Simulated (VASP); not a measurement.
Given:

```xyz
5
Lattice="3.9754 0.0004 -0.0006 1.9865 3.4440 -0.0011 0.0149 0.0260 9.8515" Properties=species:S:1:pos:R:3 pbc="T T T"
In     2.0008     1.1727     7.9819
In     3.9759     2.2978     1.8679
Se     3.9754     0.0004    -0.0006
Se     1.9885     1.1495     3.1915
Se     3.9882     2.3209     6.6583
```

The numbers are results of r2SCAN meta-GGA, VASP's PBE PAW potentials (set 64) (plane waves; VASP 6.6.1), not measurements. Run with 400 eV cut-off, 7×7×3 Γ-centred mesh, tetrahedra with Blöchl corrections, potentials In_d Se.

Unless said otherwise, spin-orbit coupling is left out, though it shifts the bands of the heavy elements here.

Task: Give the energies of bands 14 to 25 at the high-symmetry points, in eV from the valence-band maximum.

Result: 
```json
[
 {"band": "14", "Γ": "-5.12", "X": "-5.82", "Z": "-5.82", "T": "-5.88", "V": "-5.87"},
 {"band": "15", "Γ": "-3.39", "X": "-5.01", "Z": "-5.01", "T": "-4.90", "V": "-4.90"},
 {"band": "16", "Γ": "-0.58", "X": "-4.19", "Z": "-4.19", "T": "-4.07", "V": "-4.07"},
 {"band": "17", "Γ": "-0.58", "X": "-2.17", "Z": "-2.17", "T": "-2.24", "V": "-2.24"},
 {"band": "18", "Γ": "-0.34", "X": "-2.02", "Z": "-2.02", "T": "-2.12", "V": "-2.12"},
 {"band": "19", "Γ": "-0.33", "X": "-1.64", "Z": "-1.64", "T": "-2.07", "V": "-2.08"},
 {"band": "20", "Γ": "-0.16", "X": "-1.29", "Z": "-1.28", "T": "-1.42", "V": "-1.42"},
 {"band": "21", "Γ": "-0.16", "X": "-0.64", "Z": "-0.63", "T": "-0.28", "V": "-0.29"},
 {"band": "22", "Γ": "-0.15", "X": "-0.40", "Z": "-0.39", "T": "-0.17", "V": "-0.16"},
 {"band": "23", "Γ": "1.46", "X": "0.48", "Z": "0.48", "T": "0.87", "V": "0.87"},
 {"band": "24", "Γ": "3.44", "X": "3.32", "Z": "3.32", "T": "2.90", "V": "2.90"},
 {"band": "25", "Γ": "3.79", "X": "4.55", "Z": "4.55", "T": "4.18", "V": "4.18"}
]
```

The gap is indirect, 0.48 eV, from the valence maximum at (0.29, 0.14, 0.00) to the conduction minimum at Z.

The structure comes from a computed database's In2Se3 entry; how it stands against other phases isn't given here. It was relaxed first.
